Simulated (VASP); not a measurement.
# Sb7Mo3 with r2SCAN: from relaxation to properties, part 3 of 5

How well does r2SCAN reproduce what experiment finds for Sb7Mo3? The cell is relaxed first, and properties follow on it. The start is a computed cell from the Materials Project.

VASP 6.6.1; r2SCAN; plane waves and PAW (Sb, Mo_sv).

Still holding for the runs below: The k-mesh is coarse for a metal.

So far. Step 2 (Full relaxation (r2SCAN)): It ends with a largest force of 0.008 eV/Å and a pressure of 0.00 GPa. Step 3 (Density, ELF and potential (r2SCAN)): In this run the pressure is 0.00 GPa, small enough to go on. The relaxed cell has a = 9.617 Å (conventional setting).

## Step 4: Band structure (r2SCAN)

Levels along the symmetry lines show where the bands peak and cross; KPOINTS_OPT computes them in the converged potential.

INCAR reads:

```
SYSTEM = Sb7Mo3
PREC = Accurate
ENCUT = 400
EDIFF = 1E-06
NELM = 100
ISMEAR = 0
SIGMA = 0.05
LREAL = .FALSE.
ALGO = Normal
METAGGA = R2SCAN
LASPH = .TRUE.
NBANDS = 121
LORBIT = 11
LWAVE = .FALSE.
LCHARG = .FALSE.
KPAR = 8
```

POSCAR reads:

```
Sb7Mo3
1.0
   -4.8084192915      4.8084192915      4.8084192915
    4.8084192915     -4.8084192915      4.8084192915
    4.8084192915      4.8084192915     -4.8084192915
Sb Mo
14 6
Direct
    0.7500000000      0.2500000000      0.5000000000
    0.5000000000      0.2500000000      0.7500000000
    0.5000000000      0.7500000000      0.2500000000
    0.2500000000      0.5000000000      0.7500000000
    0.7500000000      0.5000000000      0.2500000000
    0.2500000000      0.7500000000      0.5000000000
    0.3211103280      0.3211103280      0.3211103280
    0.0000000000      0.0000000000      0.3211103280
    0.3211103280      0.0000000000      0.0000000000
    0.0000000000      0.3211103280      0.0000000000
    0.6788896720      0.0000000000      0.0000000000
    0.0000000000      0.6788896720      0.0000000000
    0.0000000000      0.0000000000      0.6788896720
    0.6788896720      0.6788896720      0.6788896720
    0.3420399454      0.3420399454      0.0000000000
    0.0000000000      0.3420399454      0.3420399454
    0.0000000000      0.6579600546      0.6579600546
    0.6579600546      0.0000000000      0.6579600546
    0.3420399454      0.0000000000      0.3420399454
    0.6579600546      0.6579600546      0.0000000000
```

KPOINTS reads:

```
Automatic mesh
0
Gamma
4 4 4
0 0 0
```

KPOINTS_OPT reads:

```
Line mode
12
Line-mode
Reciprocal
  0.00000000   0.00000000   0.00000000 GAMMA
  0.50000000  -0.50000000   0.50000000 H

  0.50000000  -0.50000000   0.50000000 H
  0.00000000   0.00000000   0.50000000 N

  0.00000000   0.00000000   0.50000000 N
  0.00000000   0.00000000   0.00000000 GAMMA

  0.00000000   0.00000000   0.00000000 GAMMA
  0.25000000   0.25000000   0.25000000 P

  0.25000000   0.25000000   0.25000000 P
  0.50000000  -0.50000000   0.50000000 H

  0.25000000   0.25000000   0.25000000 P
  0.00000000   0.00000000   0.50000000 N
```

The projector-augmented-wave data sets are Sb and Mo_sv (PBE family, release 64).

On the command line:

```sh
$ mpirun -np 8 vasp_std
```

The log of the run:

```text
[banner, memory and clock lines left out]
running    8 mpi-ranks, on    1 nodes
 distrk:  each k-point on    1 cores,    8 groups
 distr:  one band on    1 cores,    1 groups

 POSCAR found type information on POSCAR SbMo
 POSCAR found :  2 types and      20 ions
 [... a notice as in an earlier step ...]

 [... a notice as in an earlier step ...]

 [... a notice as in an earlier step ...]

 LDA part: xc-table for (None), standard interpolation
 POSCAR, INCAR and KPOINTS ok, starting setup
 FFT: planning ... GRIDC
 FFT: planning ... GRID_SOFT
 FFT: planning ... GRID
 WAVECAR not read
 entering main loop
       N       E                     dE             d eps       ncg     rms          rms(c)
DAV:   1     0.744494046349E+03    0.74449E+03   -0.66250E+04  2312   0.959E+02
DAV:   2    -0.480392328668E+03   -0.12249E+04   -0.11566E+04  2406   0.272E+02
DAV:   3    -0.558016887593E+03   -0.77625E+02   -0.75124E+02  2269   0.663E+01
DAV:   4    -0.559512789949E+03   -0.14959E+01   -0.14904E+01  2200   0.949E+00
DAV:   5    -0.559532798449E+03   -0.20008E-01   -0.20005E-01  2208   0.132E+00    0.339E+01
DAV:   6    -0.516151701242E+03    0.43381E+02   -0.14663E+01  2044   0.143E+01    0.863E+00
DAV:   7    -0.516236544945E+03   -0.84844E-01   -0.49768E-01  2232   0.193E+00    0.466E+00
DAV:   8    -0.516305901786E+03   -0.69357E-01   -0.30617E-01  2141   0.193E+00    0.185E+00
DAV:   9    -0.516284094543E+03    0.21807E-01   -0.11856E-01  2144   0.104E+00    0.727E-01
DAV:  10    -0.516283814199E+03    0.28034E-03   -0.16219E-02  2165   0.327E-01    0.187E-01
DAV:  11    -0.516284566651E+03   -0.75245E-03   -0.13098E-03  2184   0.993E-02    0.936E-02
DAV:  12    -0.516284721581E+03   -0.15493E-03   -0.23076E-04  2125   0.451E-02    0.257E-02
DAV:  13    -0.516284724521E+03   -0.29401E-05   -0.30542E-05  2256   0.152E-02    0.130E-02
DAV:  14    -0.516284724880E+03   -0.35898E-06   -0.68902E-06  2119   0.809E-03
   1 F= -.51628472E+03 E0= -.51627170E+03  d E =-.260531E-01
 Start KPOINTS_OPT (optional k-point list driver)
k-point batch [1-8\72]
       N       E                     dE             ncg
DAV:   1     0.214462957522E+04   -0.54947E+04     2320
DAV:   2    -0.770116203854E+04   -0.98458E+04     2388
DAV:   3    -0.832939936603E+04   -0.62824E+03     2251
DAV:   4    -0.834217637071E+04   -0.12777E+02     2200
DAV:   5    -0.834236236331E+04   -0.18599E+00     2200
DAV:   6    -0.834236808645E+04   -0.57231E-02     2304
DAV:   7    -0.834236817878E+04   -0.92328E-04     2216
DAV:   8    -0.834236818184E+04   -0.30572E-05     1944
DAV:   9    -0.834236818196E+04   -0.12403E-06     1408
[...]
k-point batch [65-72\72]
       N       E                     dE             ncg
DAV:   1     0.219702564265E+04   -0.14582E+05     2288
DAV:   2    -0.767500407176E+04   -0.98720E+04     2402
DAV:   3    -0.831827278935E+04   -0.64327E+03     2256
DAV:   4    -0.833147772135E+04   -0.13205E+02     2208
DAV:   5    -0.833165099113E+04   -0.17327E+00     2224
DAV:   6    -0.833165634788E+04   -0.53567E-02     2320
DAV:   7    -0.833165643396E+04   -0.86090E-04     2232
DAV:   8    -0.833165643681E+04   -0.28403E-05     1976
DAV:   9    -0.833165643692E+04   -0.11419E-06     1360
```

The job ended after 11 min (8 MPI ranks of Intel Xeon 6975P-C (Granite Rapids), shared host; peak memory 5.4 GiB; 77 min of CPU time).

Parts of OUTCAR (step 4):

```text
The static configuration has the point symmetry O_h .

 Found      8 irreducible k-points:

   k-points           NKPTS =      8   k-points in BZ     NKDIM =      8   number of bands    NBANDS=    121

   NELECT =     154.0000    total number of electrons

 E-fermi :   9.2945

 k-point     1 :       0.0000    0.0000    0.0000
  band No.  band energies     occupation
    ...
     72       8.5392      2.00000
     73       8.6511      2.00000
     74       8.6511      2.00000
     75       8.6511      2.00000
     76       8.9499      2.00000
     77       9.4820      0.00000
     78       9.4820      0.00000
     79       9.4820      0.00000
     80      10.6883      0.00000
     81      11.0833      0.00000
    ...

 k-point     2 :       0.2500    0.0000    0.0000
  band No.  band energies     occupation
    ...
     75       8.9557      2.00000
     76       9.0233      2.00000
     77       9.0734      2.00000
     78       9.1647      1.99976
     79       9.2818      1.28060
     80      10.8122      0.00000
     81      11.0577      0.00000
     82      11.1234      0.00000
     83      11.3650      0.00000
     84      11.4508      0.00000
    ...

  Total        0.0373564      0.0373564      0.0373564      0.0000000     -0.0000000      0.0000000
  in kB        0.1345887      0.1345887      0.1345887      0.0000000     -0.0000000      0.0000000
  external PRESSURE =       0.1345887 kB  Pullay stress =       0.0000000 kB

 POSITION                                       TOTAL-FORCE (eV/Angst)
 -----------------------------------------------------------------------------------
      0.00000      4.80842      2.40421         0.000000     -0.000000     -0.000000
      2.40421      4.80842      0.00000         0.000000     -0.000000     -0.000000
      2.40421      0.00000      4.80842         0.000000     -0.000000     -0.000000
      4.80842      2.40421      0.00000         0.000000     -0.000000     -0.000000
      0.00000      2.40421      4.80842         0.000000     -0.000000     -0.000000
      4.80842      0.00000      2.40421         0.000000     -0.000000     -0.000000
      1.54403      1.54403      1.54403         0.004716      0.004716      0.004716
      1.54403      1.54403     -1.54403         0.004716      0.004716     -0.004716
     -1.54403      1.54403      1.54403        -0.004716      0.004716      0.004716
      1.54403     -1.54403      1.54403         0.004716     -0.004716      0.004716
     -3.26439      3.26439      3.26439         0.004716     -0.004716     -0.004716
      3.26439     -3.26439      3.26439        -0.004716      0.004716     -0.004716
      3.26439      3.26439     -3.26439        -0.004716     -0.004716      0.004716
      3.26439      3.26439      3.26439        -0.004716     -0.004716     -0.004716
      0.00000      0.00000      3.28934         0.000000     -0.000000     -0.001257
      3.28934      0.00000      0.00000        -0.001257     -0.000000     -0.000000
      6.32750      0.00000      0.00000         0.001257     -0.000000     -0.000000
      0.00000      6.32750      0.00000         0.000000      0.001257     -0.000000
      0.00000      3.28934      0.00000         0.000000     -0.001257     -0.000000
      0.00000      0.00000      6.32750         0.000000     -0.000000      0.001257
 -----------------------------------------------------------------------------------
    total drift:                               -0.000000      0.000000     -0.000000

  FREE ENERGIE OF THE ION-ELECTRON SYSTEM (eV)
  ---------------------------------------------------
  free  energy   TOTEN  =      -516.2847248797 eV

  energy  without entropy=     -516.2586717620  energy(sigma->0) =     -516.27169832

 total charge
# of ion       s       p       d       tot
------------------------------------------
    1        1.125   1.251   0.053   2.429
    2        1.125   1.251   0.053   2.429
    3        1.125   1.251   0.053   2.429
    4        1.125   1.251   0.053   2.429
    5        1.125   1.251   0.053   2.429
    6        1.125   1.251   0.053   2.429
    7        1.135   1.232   0.071   2.438
    8        1.135   1.232   0.071   2.438
    9        1.135   1.232   0.071   2.438
   10        1.135   1.232   0.071   2.438
   11        1.135   1.232   0.071   2.438
   12        1.135   1.232   0.071   2.438
   13        1.135   1.232   0.071   2.438
   14        1.135   1.232   0.071   2.438
   15        2.254   6.148   4.022  12.424
   16        2.254   6.148   4.022  12.424
   17        2.254   6.148   4.022  12.424
   18        2.254   6.148   4.022  12.424
   19        2.254   6.148   4.022  12.424
   20        2.254   6.148   4.022  12.424
--------------------------------------------------
tot         29.359  54.243  25.019 108.621

[... 7 parts as in an earlier step ...]

[... 5 further parts left out ...]
```

Spin-orbit coupling is off here; with elements this heavy it splits and shifts levels by tenths of an eV or more.

Numbers from this step:

* SCF cycles: 14
* bands: 121
* Fermi energy: 9.294 eV
* pressure: 0.01346 GPa

The electronic bands at the labelled points (eV, zero at the Fermi level; # counts the bands kept, so #1 is VASP's band 32):

```csv
point,#42,#43,#44,#45,#46,#47,#48,#49
Γ,-0.64,-0.64,-0.64,-0.34,0.19,0.19,0.19,1.39
0.45 of the way,-0.49,-0.49,-0.28,-0.10,0.00,0.00,0.01,1.60
H,-0.12,-0.12,-0.12,0.15,0.15,0.15,0.52,1.49
0.45 of the way,-0.16,-0.16,-0.09,-0.01,0.18,0.20,0.41,1.58
N,-0.34,-0.18,-0.16,-0.04,-0.03,0.03,0.35,1.63
0.45 of the way,-0.41,-0.32,-0.31,-0.29,-0.21,-0.12,-0.01,1.54
Γ,-0.64,-0.64,-0.64,-0.34,0.19,0.19,0.19,1.39
0.45 of the way,-0.43,-0.35,-0.35,-0.28,-0.20,-0.14,-0.14,1.51
P,-0.25,-0.14,-0.14,-0.14,0.22,0.22,0.22,1.48
0.45 of the way,-0.30,-0.25,-0.25,-0.11,0.22,0.22,0.22,1.65
H,-0.12,-0.12,-0.12,0.15,0.15,0.15,0.52,1.49
jump to P,-0.25,-0.14,-0.14,-0.14,0.22,0.22,0.22,1.48
0.45 of the way,-0.25,-0.24,-0.13,-0.09,-0.08,0.05,0.33,1.69
N,-0.34,-0.18,-0.16,-0.04,-0.03,0.03,0.35,1.63
```

Of the projections kept (Sb, Mo), the largest for each band there; the rest of the weight can lie on other orbitals:

| point | #42 | #43 | #44 | #45 | #46 | #47 | #48 | #49 |
| --- | --- | --- | --- | --- | --- | --- | --- | --- |
| Γ | Mo 0.77 | Mo 0.77 | Mo 0.77 | Mo 0.87 | Sb 0.72 | Sb 0.72 | Sb 0.72 | Mo 0.87 |
| H | Mo 0.76 | Mo 0.76 | Mo 0.76 | Mo 0.80 | Mo 0.79 | Mo 0.79 | Mo 0.81 | Mo 0.71 |
| N | Mo 0.54 | Mo 0.73 | Mo 0.75 | Mo 0.56 | Mo 0.74 | Mo 0.82 | Mo 0.56 | Mo 0.62 |
| Γ | Mo 0.77 | Mo 0.77 | Mo 0.77 | Mo 0.87 | Sb 0.72 | Sb 0.72 | Sb 0.72 | Mo 0.87 |
| P | Mo 0.79 | Mo 0.75 | Mo 0.75 | Mo 0.75 | Sb 0.54 | Sb 0.54 | Sb 0.54 | Mo 0.70 |
| H | Mo 0.76 | Mo 0.76 | Mo 0.76 | Mo 0.80 | Mo 0.80 | Mo 0.79 | Mo 0.81 | Mo 0.71 |

There is no gap at this level.

[end of part 3 of 5]

[Lines on the potential files, build, host, timing and source positions are cut from VASP's logs without a mark.]

[Logs are printed without paths, hosts, clocks, repeated set-up lines and the standing remarks that a program may print on its own settings, such as how far it seeks lower states.]

[Hosts, paths, dates, database ids (printed as entryN), source tags and the programs' standing remarks are cut or masked in the printed files.]

[A measured line is paired with the nearest computed mode of its activity, which favours agreement.]
